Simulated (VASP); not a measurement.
Given:

```
Ru
1.0
    2.70895     0.00000     0.00000
   -1.35448     2.34602     0.00000
    0.00000     0.00000     4.26555
Ru
2
Direct
  0.66667   0.33333   0.75000
  0.33333   0.66667   0.25000
```

The numbers are results of r2SCAN meta-GGA, VASP's PBE PAW potentials (set 64) (plane waves; VASP 6.6.1), not measurements. Settings: PREC = Normal, EDIFF = 1E-5, 400 eV cut-off, 17×17×10 Γ-centred mesh, first-order Methfessel-Paxton smearing of 0.10 eV, potentials Ru_pv.

Give the stress tensor in GPa (positive for a compressed cell).

```
-1.07   0.00   0.00
 0.00  -1.07   0.00
 0.00   0.00  -0.16
```
The pressure is its mean diagonal, -0.77 GPa.

The compound is Ru in the hcp structure. It was relaxed first.
